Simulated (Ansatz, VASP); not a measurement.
## HfRu3 in VASP and in Ansatz

```xyz
4
Lattice="4.0334 0.0000 0.0000 0.0000 4.0334 0.0000 0.0000 0.0000 4.0334" Properties=species:S:1:pos:R:3 pbc="T T T"
Hf    0.0000    0.0000    0.0000
Ru    0.0000    2.0167    2.0167
Ru    2.0167    0.0000    2.0167
Ru    2.0167    2.0167    0.0000
```

Change from the starting cell: volume scaled by 1.06.

Alike in both runs: task single point; functional PBE; k mesh 7 × 7 × 7; occupations fermi-dirac, width 0.05 eV; no spin polarisation.

|  | VASP | Ansatz |
| --- | --- | --- |
| version | VASP 6.6.1 | Ansatz 0.2.0 |
| potentials or method | VASP PAW PBE potentials, release 64 (Hf_pv, Ru_pv) | Ansatz PAW |
| plane-wave cutoff (eV) | 520 | 420 |
| valence electrons in the cell | 52 | 74 |

Ansatz gave:

```
gap on the k mesh at the Fermi level (eV) : none
pressure (GPa)                            : -12.7
```

Problem. Which values does VASP return?

Solution. gap on the k mesh at the Fermi level (eV): none; pressure (GPa): -13.4.

A gap of «none» marks a metal or a gap that the smearing closes. The two sets of potentials don't hold the same shells in valence.

Spin-orbit coupling is left out, which matters for the levels of Hf.
